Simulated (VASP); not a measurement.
B3As:

```
B As
1.0
     4.22797    0.00000    0.00000
    -0.89969    3.09208    0.00000
    -0.01155    0.15208    3.69816
B As
3 1
Direct
  0.76046 0.65655 0.55602
  0.84948 0.41179 0.86629
  0.95970 0.73019 0.95494
  0.36377 0.71229 0.59101
```

The cell was built by a generator and needn't be a form met in nature.

The cell isn't the ideal one: random cell without symmetry.

| Property | Result |
| --- | --- |
| Program | VASP 6.6.1 |
| Task | relaxation of cell and atoms |
| Functional | PBE |
| Potentials or basis | VASP PAW PBE potentials, release 64 (B, As) |
| Cutoff | 600 eV |
| k mesh | 4 × 6 × 6 |
| Occupations | gaussian, width 0.1 eV |
| Spin | no spin polarisation |

At the start: pressure 67.3 GPa; volume 12.09 Å³/atom.

Task: Where does the relaxation end?

Result: Over 51 steps the energy falls by 2989.8 meV/atom and the volume is 15.05 Å³/atom (+24.5 %); space group P1 (No. 1, to 0.05 Å).

Step by step:
| step | energy change (eV) | largest force (eV/Å) | pressure (GPa) | volume (Å³) |
| --- | --- | --- | --- | --- |
| 1 | 0.0000 | 46.6976 | 67.29 | 48.35 |
| 3 | -1.3164 | 26.0952 | 11.70 | 86.24 |
| 5 | -5.7558 | 6.9884 | -1.79 | 133.06 |
| 7 | -6.8359 | 1.0637 | -4.73 | 131.67 |
| 9 | -7.1537 | 1.8486 | -1.17 | 120.47 |
| 11 | -7.4361 | 2.2659 | 1.02 | 111.60 |
| 13 | -8.3560 | 5.9960 | -4.39 | 96.19 |
| 15 | -8.3582 | 7.3242 | -2.79 | 92.24 |
| 17 | -8.7226 | 9.5438 | -3.72 | 82.05 |
| 19 | -9.1532 | 6.6550 | -4.35 | 77.53 |
| 21 | -9.2729 | 6.0356 | -4.51 | 76.86 |
| 23 | -10.0384 | 3.9022 | -7.26 | 77.81 |
| 25 | -10.5212 | 2.7074 | -6.48 | 77.98 |
| 27 | -10.8032 | 4.3966 | 3.71 | 69.74 |
| 29 | -10.9371 | 2.4187 | -0.85 | 72.35 |
| 31 | -11.1028 | 1.2367 | 0.94 | 70.11 |
| 33 | -11.3741 | 2.5201 | -0.87 | 68.82 |
| 35 | -11.6193 | 0.9311 | -3.63 | 67.47 |
| 37 | -11.6914 | 0.8883 | -3.35 | 65.80 |
| 39 | -11.8503 | 0.7171 | 0.62 | 60.62 |
| 41 | -11.8946 | 0.8320 | 0.56 | 59.81 |
| 43 | -11.9293 | 0.5368 | 0.04 | 59.09 |
| 45 | -11.9425 | 0.2993 | 0.39 | 59.15 |
| 47 | -11.9538 | 0.1292 | 0.60 | 59.43 |
| 49 | -11.9569 | 0.0998 | 0.01 | 59.89 |
| 51 | -11.9592 | 0.0398 | -0.19 | 60.19 |

Final structure:
```cif
data_structure
_symmetry_space_group_name_H-M 'P 1'
_symmetry_Int_Tables_number 1
_cell_length_a 4.7136
_cell_length_b 3.9308
_cell_length_c 4.2097
_cell_angle_alpha 57.244
_cell_angle_beta 113.182
_cell_angle_gamma 105.025
_cell_volume 60.19
loop_
_atom_site_label
_atom_site_type_symbol
_atom_site_fract_x
_atom_site_fract_y
_atom_site_fract_z
_atom_site_occupancy
B1 B 0.91072 0.58148 0.18450 1
B2 B 0.54689 0.58982 0.08988 1
B3 B 0.22739 0.49665 0.18690 1
As1 As 0.24840 0.84288 0.50698 1
```

Caveat: the k mesh is coarse (spacing up to 0.39 Å⁻¹), so the values aren't converged; the volume moved by over 15 % at a fixed basis, so the end points are rough.
